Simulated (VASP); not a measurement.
Wanted: the native input for a VASP 6.6.1 run.

```
Task                   : relaxation of cell and atoms
Functional             : LDA
Potentials or basis    : VASP PAW LDA potentials, release 64 (Ti_sv)
Cutoff                 : 350 eV
k mesh                 : 9 × 9 × 6
Occupations            : gaussian, width 0.1 eV
Spin                   : no spin polarisation
Further INCAR settings : ALGO = Fast; EDIFF = 1e-07; IBRION = 2; EDIFFG = -0.002; NSW = 80; ISIF = 3
```

The structure of Ti lies in POSCAR:

```
Ti
1.0
    2.9500000000      0.0000000000      0.0000000000
   -1.4750000000      2.5547749400      0.0000000000
    0.0000000000      0.0000000000      4.6800000000
Ti
2
Direct
    0.3333333300      0.6666666700      0.2500000000
    0.6666666700      0.3333333300      0.7500000000
```

These files were run (other wordings do the same):

INCAR

```
PREC     = Accurate       # precision mode
ENCUT    = 350            # plane-wave cutoff, eV
EDIFF    = 1E-7           # SCF threshold, eV
ISMEAR   = 0              # smearing method
SIGMA    = 0.1            # smearing width, eV
LREAL    = F              # projectors in reciprocal space
LASPH    = T              # aspherical terms in the spheres
NELM     = 60             # most SCF steps
ALGO     = Fast           # electronic algorithm
ISIF     = 3              # what is computed and relaxed
LWAVE    = F              # write WAVECAR
LCHARG   = F              # write CHGCAR
GGA      = CA             # functional
IBRION   = 2              # ionic algorithm
NSW      = 80             # ionic steps
EDIFFG   = -0.002         # ionic threshold
```

KPOINTS

```
regular mesh
0
Gamma
  9 9 6
```

Potentials or basis: VASP PAW LDA potentials, release 64 (Ti_sv).

The run is started by

```sh
$ cat potpaw_LDA.64/Ti_sv/POTCAR > POTCAR
$ mpirun -np 1 vasp_std > vasp.out
```

Results of the run:

```json
{"Relaxed volume": "15.96 Å³/atom", "Relaxed cell": "a = 2.861 Å, b = 2.861 Å, c = 4.504 Å, α = 90.00°, β = 90.00°, γ = 120.00°", "Space group after relaxing (to 0.05 Å)": "P6_3/mmc (No. 194)", "Energy gained by relaxing": "60.3 meV/atom", "Ionic steps": "9", "Pressure after relaxing": "0.0 GPa", "Band gap on the k mesh": "none (metal or under the smearing width)"}
```

Wall time 3.6 min on 1 thread of AMD EPYC 7R13 Processor (Zen 3), with other jobs on the host, peak memory 0.1 GiB.
